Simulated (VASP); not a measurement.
Input:

```
CELL_PARAMETERS angstrom
     -1.59298     1.59298     1.59298
      1.59298    -1.59298     1.59298
      1.59298     1.59298    -1.59298
ATOMIC_POSITIONS crystal
  W  0.00000 0.00000 0.00000
```

Level of theory: optB88-vdW, VASP's PBE PAW potentials (set 64) (plane waves; VASP). Settings: 520 eV cut-off, Gaussian smearing of 0.050 eV, potentials W_sv.

### Question
Give the energies of bands 5 to 10 at the high-symmetry points, in eV from the Fermi level.

### Answer

```csv
band,Γ,H,N,P
5,-9.46,-5.66,-6.13,-2.91
6,-1.27,-5.66,-3.52,-2.91
7,-1.27,4.92,0.74,-2.91
8,-1.27,4.92,2.01,3.11
9,2.15,4.92,2.96,3.11
10,2.15,8.17,5.86,6.37
```

It has no gap at this level: it comes out as a metal or semimetal.

The compound is W in the bcc structure. It was relaxed first.
